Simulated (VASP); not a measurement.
These are PBE GGA, VASP's PBE PAW potentials (set 64) (plane waves; VASP) values and carry that method's errors.

VASP input:

### INCAR
```
SYSTEM=Be
PREC=Accurate; ENCUT=400; LREAL=.FALSE.
LASPH=.TRUE.
EDIFF=1E-7; NELM=100; ALGO=Normal
ISMEAR=-5
GGA=PE
ISIF=2
LWAVE=.FALSE.; LCHARG=.TRUE.; LORBIT=11
NEDOS=601
```

**KPOINTS**
```
kpoints
0
gamma
 21 21 12
0 0 0
```

**POSCAR**
```
Be
1.0
  1.1333528340  -1.9630245221   0.0000000000
  1.1333528340   1.9630245221   0.0000000000
  0.0000000000   0.0000000000   3.5574884883
Be
2
Direct
  0.3333330000   0.6666670000   0.2500000000
  0.6666670000   0.3333330000   0.7500000000
```

POTCAR, in this order: Be (PBE.64 set). Program: vasp_std.

What will the output report for the number of irreducible k-points (NKPTS), number of bands (NBANDS), largest plane-wave count, number of space-group operations, FFT grid (NGX, NGY, NGZ)?

```
Item                                          Result
--------------------------------------  ------------
number of irreducible k-points (NKPTS)           336
number of bands (NBANDS)                           6
largest plane-wave count                         300
number of space-group operations                  24
FFT grid (NGX, NGY, NGZ)                16 × 16 × 24
```

The compound is Be in the hcp structure. It was relaxed first.
